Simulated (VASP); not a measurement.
Level of theory: PBEsol GGA, VASP's PBE PAW potentials (set 64) (plane waves; VASP).

The input files of a VASP run:

**KPOINTS**
```
kpoints
0
G
 6 4 1
0 0 0
```

### POSCAR
```
MgS(110) slab
1
    3.6610882474     0.0000000000     0.0000000000
    0.0000000000     5.1775610217     0.0000000000
    0.0000000000     0.0000000000    25.9185379157
Mg S
6 6
Direct
  0.0000000000   0.0000000000   0.3334004054
  0.5000000000   0.5000000000   0.3863189076
  0.0000000000   0.0000000000   0.4692241272
  0.5000000000   0.5000000000   0.5307758728
  0.0000000000   0.0000000000   0.6136810924
  0.5000000000   0.5000000000   0.6665995946
  0.5000000000   0.0000000000   0.3956289576
  0.0000000000   0.5000000000   0.3203613012
  0.5000000000   0.0000000000   0.5368997020
  0.0000000000   0.5000000000   0.4631002980
  0.5000000000   0.0000000000   0.6796386988
  0.0000000000   0.5000000000   0.6043710424
```

### INCAR
```
SYSTEM = MgS(110) slab
PREC = Normal
ENCUT = 400
EDIFF = 1E-6
NELM = 100
ALGO = Normal
LREAL = .FALSE.
LASPH = .TRUE.
ISMEAR = 0
SIGMA = 0.05
GGA = PS
LWAVE = .FALSE.
LCHARG = .FALSE.
NELMIN = 4
LDIPOL = .TRUE.
IDIPOL = 3
DIPOL = 0.5 0.5 0.5
LVHAR = .TRUE.
LORBIT = 11
```

POTCAR, in this order: Mg S (PBE.64 set). Program: vasp_std. Read from the step before: WAVECAR.

Output

File OSZICAR:
```
       N       E                     dE             d eps       ncg     rms          rms(c)
DAV:   1    -0.520433157037E+02   -0.52043E+02   -0.21271E-05   972   0.246E-02    0.515E-03
DAV:   2    -0.520433145554E+02    0.11483E-05   -0.44680E-06   858   0.114E-02    0.388E-03
DAV:   3    -0.520433141513E+02    0.40411E-06   -0.18346E-06   687   0.590E-03    0.211E-03
DAV:   4    -0.520433140708E+02    0.80573E-07   -0.59095E-07   533   0.349E-03
   1 F= -.52043314E+02 E0= -.52043314E+02  d E =-.264845E-13
```

File OUTCAR:
```
------------------------ aborting loop because EDIFF is reached ----------------------------------------
  FORCE on cell =-STRESS in cart. coord.  units (eV):
  Direction    XX          YY          ZZ          XY          YZ          ZX
  --------------------------------------------------------------------------------------
  Total        4.1488342     -8.2040453     -0.0409172      0.0000000      0.0000000      0.0000000
  in kB       13.5297802    -26.7542455     -0.1334351      0.0000000      0.0000000      0.0000000
  external PRESSURE =      -4.4526335 kB  Pullay stress =       0.0000000 kB
  volume of cell :      491.30
      direct lattice vectors                 reciprocal lattice vectors
     3.661088247  0.000000000  0.000000000     0.273142829  0.000000000  0.000000000
     0.000000000  5.177561022  0.000000000     0.000000000  0.193141133  0.000000000
     0.000000000  0.000000000 25.918537916     0.000000000  0.000000000  0.038582423
 POSITION                                       TOTAL-FORCE (eV/Angst)
 -----------------------------------------------------------------------------------
      0.00000      0.00000      8.64125         0.000000      0.000000     -0.003758
      1.83054      2.58878     10.01282         0.000000      0.000000      0.002641
      0.00000      0.00000     12.16160         0.000000      0.000000      0.020834
      1.83054      2.58878     13.75693         0.000000      0.000000     -0.020834
      0.00000      0.00000     15.90572         0.000000      0.000000     -0.002641
      1.83054      2.58878     17.27729         0.000000      0.000000      0.003758
      1.83054      0.00000     10.25412         0.000000      0.000000     -0.013948
      0.00000      2.58878      8.30330         0.000000      0.000000      0.007250
      1.83054      0.00000     13.91566         0.000000      0.000000      0.003943
      0.00000      2.58878     12.00288         0.000000      0.000000     -0.003943
      1.83054      0.00000     17.61524         0.000000      0.000000     -0.007250
      0.00000      2.58878     15.66441         0.000000      0.000000      0.013948
 -----------------------------------------------------------------------------------
    total drift:                               -0.000000     -0.000000      0.000000
  FREE ENERGIE OF THE ION-ELECTRON SYSTEM (eV)
  ---------------------------------------------------
  free  energy   TOTEN  =       -52.0433140708 eV

  energy  without entropy=      -52.0433140708  energy(sigma->0) =      -52.04331407

 total charge

# of ion       s       p       d       tot
------------------------------------------
    1        0.152   0.124   0.035   0.311
    2        0.146   0.137   0.041   0.324
    3        0.140   0.133   0.041   0.314
    4        0.140   0.133   0.041   0.314
    5        0.146   0.137   0.041   0.324
    6        0.152   0.124   0.035   0.311
    7        1.312   2.494   0.000   3.806
    8        1.313   2.416   0.000   3.729
    9        1.310   2.475   0.000   3.785
   10        1.310   2.475   0.000   3.785
   11        1.313   2.416   0.000   3.729
   12        1.312   2.494   0.000   3.806
--------------------------------------------------
tot          8.746  15.555   0.235  24.537
```
(Selected blocks of OUTCAR.)

The cell is a thin slab with vacuum, built from MgS (rock salt): (110) face.
